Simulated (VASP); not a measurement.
Crystal: GaAs.

```xyz
2
Lattice="0.0000 2.8331 2.8331 2.8331 0.0000 2.8331 2.8331 2.8331 0.0000" Properties=species:S:1:pos:R:3 pbc="T T T"
Ga    0.0000    0.0000    0.0000
As    1.4165    1.4165    1.4165
```

Base run:

```yaml
Program: VASP 6.6.1
Functional: PBE
Potentials_or_basis: VASP PAW PBE potentials, release 64 (Ga_d, As)
Cutoff: 520 eV
k_mesh: 6 × 6 × 6
Occupations: gaussian, width 0.01 eV
Spin: no spin polarisation
```

Its results: band gap on the k mesh 0.47 eV, direct; pressure 2.9 GPa.

Question: The run is repeated on the same cell with these changes: functional from PBE to PBE-based screened hybrid; k mesh from 6 × 6 × 6 to 4 × 4 × 4. What comes out?

Answer: Band gap on the k mesh 2.30 eV, direct; pressure -0.6 GPa.

Several settings changed at once, so the effect can't be laid on one alone.

Caveats: some runs use coarse meshes; the PAW data sets were made with another functional, which shifts forces and pressure a little (some runs).

A k mesh can miss the band edges.
